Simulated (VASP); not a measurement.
Data:

```xyz
10
Lattice="2.9305 0.0000 0.0000 0.0000 4.1444 0.0000 0.0000 0.0000 25.0624" Properties=species:S:1:pos:R:3 pbc="T T T"
Ti     0.0000     2.0722     8.3869
Ti     0.0000     0.0000    10.4590
Ti     0.0000     2.0722    12.5312
Ti     0.0000     0.0000    14.6034
Ti     0.0000     2.0722    16.6755
Co     1.4653     0.0000     8.3869
Co     1.4653     2.0722    10.4590
Co     1.4653     0.0000    12.5312
Co     1.4653     2.0722    14.6034
Co     1.4653     0.0000    16.6755
```

Calculation: PBEsol GGA, VASP's PBE PAW potentials (set 64) (plane waves; VASP 6.6.1). Settings: PREC = Normal, EDIFF = 1E-5, 400 eV cut-off, 9×7×1 Γ-centred mesh, first-order Methfessel-Paxton smearing of 0.10 eV, potentials Ti_sv Co.

Q: The ions are relaxed. Give the cell that the relaxation ends in.

A: 
```xyz
10
Lattice="2.9305 0.0000 0.0000 0.0000 4.1444 0.0000 0.0000 0.0000 25.0624" Properties=species:S:1:pos:R:3 pbc="T T T"
Ti     0.0000     2.0722     8.3390
Ti     0.0000     0.0000    10.4583
Ti     2.9305     2.0722    12.5312
Ti     0.0000     0.0000    14.6041
Ti     0.0000     2.0722    16.7234
Co     1.4653     0.0000     8.6236
Co     1.4653     2.0722    10.4243
Co     1.4653     0.0000    12.5312
Co     1.4653     2.0722    14.6381
Co     1.4653     0.0000    16.4388
```

Q: How much energy does the relaxation gain?

A: The energy (σ→0) changes by -47.0 meV/atom, in 11 ionic steps.

The cell is a thin slab with vacuum, built from TiCo (CsCl type): (110) face. The run is not spin-polarised, so no magnetic state was tried.
